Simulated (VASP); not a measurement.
Output of a VASP run:

File OSZICAR:
```
       N       E                     dE             d eps       ncg     rms          rms(c)
DAV:   1     0.109544301437E+03    0.10954E+03   -0.11210E+04 16560   0.113E+03
DAV:   2    -0.138585458113E+02   -0.12340E+03   -0.11975E+03 17276   0.243E+02
DAV:   3    -0.170229015258E+02   -0.31644E+01   -0.31316E+01 19380   0.389E+01
DAV:   4    -0.170448452685E+02   -0.21944E-01   -0.21996E-01 18028   0.333E+00
DAV:   5    -0.170450658172E+02   -0.22055E-03   -0.21961E-03 18494   0.360E-01    0.108E+01
DAV:   6    -0.152579999729E+02    0.17871E+01   -0.13685E+01 16772   0.379E+01    0.786E+00
DAV:   7    -0.151210449594E+02    0.13696E+00   -0.70392E-01 16716   0.960E+00    0.357E+00
DAV:   8    -0.150873548898E+02    0.33690E-01   -0.57135E-02 17140   0.176E+00    0.624E-01
DAV:   9    -0.150839451160E+02    0.34098E-02   -0.10941E-02 17480   0.116E+00    0.140E-01
DAV:  10    -0.150841078351E+02   -0.16272E-03   -0.67475E-04 17676   0.175E-01    0.638E-02
DAV:  11    -0.150840976892E+02    0.10146E-04   -0.25338E-05 17588   0.450E-02    0.209E-02
DAV:  12    -0.150840635011E+02    0.34188E-04   -0.54541E-06 16960   0.149E-02    0.591E-03
DAV:  13    -0.150840545181E+02    0.89830E-05   -0.78135E-07 17848   0.727E-03    0.190E-03
DAV:  14    -0.150840528198E+02    0.16983E-05   -0.69455E-08  8856   0.255E-03    0.669E-04
DAV:  15    -0.150840521545E+02    0.66527E-06   -0.99928E-09  8680   0.633E-04    0.172E-04
DAV:  16    -0.150840520919E+02    0.62605E-07   -0.15158E-09  8606   0.316E-04
   1 F= -.15084052E+02 E0= -.15084052E+02  d E =0.000000E+00
```

OUTCAR:
```
------------------------ aborting loop because EDIFF is reached ----------------------------------------
  FORCE on cell =-STRESS in cart. coord.  units (eV):
  Direction    XX          YY          ZZ          XY          YZ          ZX
  --------------------------------------------------------------------------------------
  Total       -0.0935717     -0.0935717     -0.3718308     -0.3882044      0.1785552     -0.1785552
  in kB       -2.3112169     -2.3112169     -9.1842044     -9.5886326      4.4103067     -4.4103058
  external PRESSURE =      -4.6022128 kB  Pullay stress =       0.0000000 kB
  volume of cell :       64.87
      direct lattice vectors                 reciprocal lattice vectors
     0.251122604  3.916314084  3.939917141    -0.132877282  0.132877282  0.130200535
     4.110272104  0.057164584  4.136433932     0.126564449 -0.126564449  0.117739263
     2.083718344  2.083718344  0.000000000     0.246268488  0.233642822 -0.247939797
 POSITION                                       TOTAL-FORCE (eV/Angst)
 -----------------------------------------------------------------------------------
      0.00000      0.00000      0.00000        -0.000000     -0.000000      0.000000
      2.05514      0.02858      2.06822        -0.000000     -0.000000      0.000000
      0.12556      1.95816      1.96996         0.000000      0.000000      0.000000
      2.18070      1.98674      4.03818        -0.000000     -0.000000     -0.000000
 -----------------------------------------------------------------------------------
    total drift:                               -0.000000     -0.000000      0.000000
  FREE ENERGIE OF THE ION-ELECTRON SYSTEM (eV)
  ---------------------------------------------------
  free  energy   TOTEN  =       -15.0840520919 eV

  energy  without entropy=      -15.0840520919  energy(sigma->0) =      -15.08405209

 total charge

# of ion       s       p       d       tot
------------------------------------------
    1        0.408   0.345   0.000   0.753
    2        0.408   0.345   0.000   0.753
    3        0.456   0.428   9.089   9.972
    4        0.456   0.428   9.089   9.972
--------------------------------------------------
tot          1.728   1.544  18.178  21.450
```
(Selected blocks of OUTCAR.)

POSCAR:
```
Ag2Al2
1
    0.2511226038     3.9163140842     3.9399171408
    4.1102721038     0.0571645843     4.1364339320
    2.0837183440     2.0837183440     0.0000000000
Al Ag
2 2
Direct
  0.0000000000   0.0000000000   0.0000000000
  0.0000000000   0.5000000000   0.0000000000
  0.5000000000   0.0000000000   0.0000000000
  0.5000000000   0.5000000000   0.0000000000
```

Problem. Write an INCAR and KPOINTS that could have produced this output.

Solution. One answer among several that fit: the input of the run itself, PBEsol GGA, plane waves, VASP's PBE PAW potentials (set 64).

File KPOINTS:
```
Automatic mesh
0
gamma
8 8 14
```

**INCAR**
```
! general
SYSTEM   =  Ag2Al2
PREC     =  Accurate
ENCUT    =  400
LREAL    =  .FALSE.
LASPH    =  .TRUE.

! electronic loop
EDIFF    =  1E-7
NELM     =  100
ALGO     =  Normal
LMAXMIX  =  4

! smearing
ISMEAR   =  -5

! functional
GGA      =  PS

! ions
ISIF     =  2

! output
LWAVE    =  .FALSE.
LCHARG   =  .TRUE.
LORBIT   =  11
NEDOS    =  601

! other
LEFG     =  .TRUE.
```

POTCAR, in this order: Al Ag (PBE.64 set). Program: vasp_std.

For a metal the tetrahedron method with Blöchl corrections gives inexact stress and forces.

The structure was generated: Ag2Al2 was put into an ordered model structure (R-3m), which need not be its known phase. It was relaxed first. The relaxed cell has space group C2/m.
